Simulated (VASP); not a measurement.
Write the native input for VASP 6.6.1 that does the following.

| Item | Value |
| --- | --- |
| Task | single point |
| Functional | PBE |
| Potentials or basis | VASP PAW PBE potentials, release 64 (Ta_pv, S, N) |
| Cutoff | 520 eV |
| k mesh | 10 × 10 × 1 |
| Occupations | gaussian, width 0.1 eV |
| Spin | no spin polarisation |
| Dipole correction | yes |
| Further INCAR settings | ALGO = Fast; EDIFF = 1e-06; NBANDS = 28 |

The structure of Ta2S2N lies in POSCAR:

```
Ta2S2N
1.0
    4.1247525832      0.0000000000      0.0000000000
    0.0000000000      4.1247525832      0.0000000000
    0.0000000000      0.0000000000     30.7899954400
Ta S N
2 2 1
Direct
    0.0000000000      0.5000000000      0.2923027390
    0.5000000000      0.0000000000      0.2923027390
    0.5000000000      0.5000000000      0.2399610738
    0.5000000000      0.5000000000      0.3446444041
    0.0000000000      0.0000000000      0.2923027390
```

The cell was built by a generator and needn't be a form met in nature.

The cell isn't the ideal one: species swapped into a sheet of the V2S2O type.

The input as run:

INCAR

```
PREC = Accurate
ENCUT = 520
EDIFF = 1E-6
ISMEAR = 0
SIGMA = 0.1
LREAL = F
LASPH = T
NELM = 100
ALGO = Fast
ISIF = 2
LWAVE = F
LCHARG = F
LDIPOL = T
IDIPOL = 3
DIPOL = 0.5 0.5 0.292
GGA = PE
NBANDS = 28
```

KPOINTS

```
Automatic mesh
0
Gamma
  10 10 1
```

Potentials or basis: VASP PAW PBE potentials, release 64 (Ta_pv, S, N).

Command:

```console
$ cat potpaw_PBE.64/Ta_pv/POTCAR potpaw_PBE.64/S/POTCAR potpaw_PBE.64/N/POTCAR > POTCAR
$ mpirun -np 1 vasp_std > vasp.out
```

It gave:

* Largest force: 0.012 eV/Å
* Band gap on the k mesh: none (metal or under the smearing width)

Wall time 6.1 min on 1 thread of Intel(R) Xeon(R) 6975P-C (Granite Rapids), on a shared host, peak memory 0.74 GiB.
